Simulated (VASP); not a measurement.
The input files of a VASP run:

File KPOINTS:
```
Regular mesh
0
G
6 6 3
0 0 0
```

### POSCAR
```
CdS
1.0
  2.0858775257  -3.6128456773   0.0000000000
  2.0858775257   3.6128456773   0.0000000000
  0.0000000000   0.0000000000   6.7748669168
Cd S
2 2
direct
  0.6666670000   0.3333330000   0.4999786628
  0.3333330000   0.6666670000   0.9999786628
  0.6666670000   0.3333330000   0.8770213372
  0.3333330000   0.6666670000   0.3770213372
```

### INCAR
```
# general
SYSTEM   =  CdS
PREC     =  Accurate
ENCUT    =  520
LREAL    =  .FALSE.
LASPH    =  .TRUE.

# electronic loop
EDIFF    =  1E-6
NELM     =  100
ALGO     =  Normal
LMAXMIX  =  4
LMIXTAU  =  .TRUE.

# smearing
ISMEAR   =  0
SIGMA    =  0.05

# functional
METAGGA  =  R2SCAN

# ions
IBRION   =  2
NSW      =  60
ISIF     =  3
EDIFFG   =  -0.02

# output
LWAVE    =  .FALSE.
LCHARG   =  .FALSE.
```

POTCAR, in this order: Cd S (PBE.64 set). Program: vasp_std.

### Question
Write an equivalent input for Ansatz.

### Answer
One equivalent input (not run):
Ansatz 0.2 input:
```yaml
crystal:
  lattice:
    - [2.0858775, -3.6128457, 0.0000000]
    - [2.0858775, 3.6128457, 0.0000000]
    - [0.0000000, 0.0000000, 6.7748669]
  atoms:
    - { symbol: Cd, position: [0.6666670, 0.3333330, 0.4999787] }
    - { symbol: Cd, position: [0.3333330, 0.6666670, 0.9999787] }
    - { symbol: S, position: [0.6666670, 0.3333330, 0.8770213] }
    - { symbol: S, position: [0.3333330, 0.6666670, 0.3770213] }
kpoints:
  mp_grid: { grid: [6, 6, 3] }
hamiltonian:
  xc: r2scan
  pseudopotentials: { kind: paw }
scf:
  occupations: { method: gaussian, width: 0.05 }
  max_iter: 100
relax:
  max_steps: 60
  f_tol: 0.02
  cell: {}
output: { forces: true, stress: true, eigenvalues: true }
```
What does not carry over: each code has its own PAW files, so the cut-off isn't converted (ENCUT is set for VASP's; basis.ecutwfc is left out, and Ansatz then takes the one that its files recommend); Ansatz stops its SCF on the density residual and VASP on the energy change (EDIFF).

The compound is CdS in the wurtzite structure. It was relaxed first. The start is the result of an earlier pass.
